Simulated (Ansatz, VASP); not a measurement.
# YSiF2: VASP beside Ansatz

INCAR

```
SYSTEM = YSiF2
PREC = Accurate
ENCUT = 600
EDIFF = 1E-7
ISMEAR = 0
SIGMA = 0.1
LREAL = .False.
LASPH = .True.
NELM = 100
ALGO = Normal
ISIF = 3
LWAVE = .False.
LCHARG = .False.
GGA = PE
IBRION = 2
NSW = 100
EDIFFG = -0.01
```

Contents of KPOINTS:

```
regular mesh
0
Gamma
  15 15 8
  0 0 0
```

File POSCAR:

```
YSiF2
1.0
    3.8312569033      0.0000000000      0.0000000000
   -1.9156284516      3.3179658067      0.0000000000
    0.0000000000      0.0000000000      6.1933682382
Y Si F
1 1 2
Direct
    0.0000000000      0.0000000000      0.5000000000
    0.0000000000      0.0000000000      0.0000000000
    0.3333333333      0.6666666667      0.4126642869
    0.6666666667      0.3333333333      0.5873357131
```

Input for Ansatz:

```yaml
crystal:
  lattice:
    - [3.8312569033, 0.0, 0.0]
    - [-1.9156284516, 3.3179658067, 0.0]
    - [0.0, 0.0, 6.1933682382]
  atoms:
    - { symbol: "Y", position: [0.0, 0.0, 0.5] }
    - { symbol: Si, position: [0.0, 0.0, 0.0] }
    - { symbol: F, position: [0.3333333333, 0.6666666667, 0.4126642869] }
    - { symbol: F, position: [0.6666666667, 0.3333333333, 0.5873357131] }
basis:
  ecutwfc: 420
kpoints:
  mp_grid: { grid: [15, 15, 8] }
hamiltonian:
  xc: pbe
scf:
  occupations: { method: gaussian, width: 0.1 }
output:
  forces: true
  stress: true
  eigenvalues: true
  write_density: true
  write_potential: true
  elf: true
  volumetric_format: npy
relax:
  adjacent_minimum: "off"
  f_tol: 0.01
  max_steps: 80
  cell: { stress_tol: 0.05 }
```

Change from the starting cell: species swapped into the Sn2PdAu type (P-3m1, No. 164).

Alike in both runs: task relaxation of cell and atoms; functional PBE; k mesh 15 × 15 × 8; occupations gaussian, width 0.1 eV; no spin polarisation.

```csv
,VASP,Ansatz
version,VASP 6.6.1,Ansatz 0.2.0
potentials or method,"VASP PAW PBE potentials, release 64 (Y_sv, Si, F)","scalar-relativistic, plane waves, PAW"
plane-wave cutoff (eV),600,420
valence electrons in the cell,29,29
```

```csv
,VASP,Ansatz,Ansatz less VASP
"gap on the k mesh at the Fermi level, each at its own relaxed structure (eV)",none,none,-
relaxed volume (Å³/atom),19.75,19.80,+0.044
relaxed cell length with the largest relative difference (Å),6.219,6.231,+0.0120
```

A gap of «none» marks a metal or a gap that the smearing closes.

Caveats: an odd number of electrons without spin polarisation forces a metal; a magnetic or distorted state may lie lower.
